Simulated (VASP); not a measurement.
Input:

```
BaHfO3
1.0
    4.26096     0.00000     0.00000
    0.00000     4.26096     0.00000
    0.00000     0.00000     4.26096
Ba Hf O
1 1 3
Direct
  0.00000   0.00000   0.00000
  0.50000   0.50000   0.50000
  0.50000   0.00000   0.50000
  0.00000   0.50000   0.50000
  0.50000   0.50000   0.00000
```

Method: revTPSS meta-GGA, VASP's PBE PAW potentials (set 64) (plane waves; VASP). Run with 520 eV cut-off, 5×5×5 Γ-centred mesh, Gaussian smearing of 0.050 eV, potentials Ba_sv Hf_pv O.

Question: Give the stress tensor in GPa (positive for a compressed cell).

Answer: 
```
-8.61   0.00   0.00
 0.00  -8.61   0.00
 0.00   0.00  -8.61
```
The pressure is its mean diagonal, -8.61 GPa.

The compound is BaHfO3 in the cubic perovskite structure. This cell is one point of a volume scan, at 1.06 of the reference volume.
